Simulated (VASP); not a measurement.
Computed with SCAN meta-GGA, VASP's PBE PAW potentials (set 64) (plane waves; VASP). For the first row: Settings: 520 eV cut-off, 5×5×7 Γ-centred mesh, Gaussian smearing of 0.050 eV, potentials Mg H.

| system | energy (eV/atom) |
|---|---|
| MgH2 (rutile) | -4.2389 |
| Mg atom | -3.2512 |
| H atom | -1.1220 |

Atoms are spin-polarised in a large box without symmetry, with the spin fixed by Hund's rule, and may not be in the lowest state of each functional; no zero-point energy is added.

Q: What is the cohesive energy per atom of MgH₂?

A: The references average (2×(-3.2512) + 4×(-1.1220))/6 = -1.8317 eV, so the cohesive energy is -1.8317 − (-4.2389) = 2.407 eV/atom. Measured: 2.260 eV/atom at 0 K (as given by M. Pozzo et al., Physical Review B (2008), arXiv:0801.2865; zero-point energy not removed).
